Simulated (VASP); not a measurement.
Here is the system:

```xyz
6
Lattice="4.1866 0.0000 0.0000 0.0000 4.1866 0.0000 0.0000 0.0000 7.6590" Properties=species:S:1:pos:R:3 pbc="T T T"
Pb     0.0000     2.0933     6.1999
Pb     2.0933     0.0000     1.4592
Br     2.0933     0.0000     4.9953
Br     0.0000     2.0933     2.6637
F      2.0933     2.0933     0.0000
F      0.0000     0.0000     0.0000
```

These are r2SCAN meta-GGA with spin-orbit coupling, VASP's PBE PAW potentials (set 64) (plane waves; VASP) values and carry that method's errors. Settings: 520 eV cut-off, 5×5×3 Γ-centred mesh, Gaussian smearing of 0.050 eV, potentials Pb_d Br F.

Problem. Give the energies of bands 47 to 60 at the high-symmetry points, in eV from the valence-band maximum.

Solution. 
| band | Γ | X | M | Z | R | A |
|---|---|---|---|---|---|---|
| 47 | -1.64 | -1.38 | -2.97 | -1.56 | -1.28 | -2.40 |
| 48 | -1.64 | -1.38 | -2.97 | -1.56 | -1.28 | -2.40 |
| 49 | -1.39 | -0.91 | -1.47 | -1.50 | -0.90 | -2.11 |
| 50 | -1.39 | -0.91 | -1.47 | -1.50 | -0.90 | -2.11 |
| 51 | -1.30 | -0.91 | -1.47 | -1.09 | -0.90 | -2.11 |
| 52 | -1.30 | -0.91 | -1.47 | -1.09 | -0.90 | -2.11 |
| 53 | -0.83 | -0.32 | -0.81 | -0.67 | -0.35 | -1.13 |
| 54 | -0.83 | -0.32 | -0.81 | -0.67 | -0.35 | -1.13 |
| 55 | -0.33 | -0.32 | -0.81 | 0.00 | -0.35 | -1.13 |
| 56 | -0.33 | -0.32 | -0.81 | 0.00 | -0.35 | -1.13 |
| 57 | 3.61 | 3.84 | 4.25 | 2.72 | 3.68 | 4.42 |
| 58 | 3.61 | 3.84 | 4.25 | 2.72 | 3.68 | 4.42 |
| 59 | 4.25 | 3.84 | 4.25 | 4.09 | 3.68 | 4.42 |
| 60 | 4.25 | 3.84 | 4.25 | 4.09 | 3.68 | 4.42 |

The gap is direct, 2.72 eV, from the valence maximum at Z to the conduction minimum at Z.

The structure comes from a computed database's PbBrF entry (P4/nmm); how it stands against other phases isn't given here. It was relaxed first.
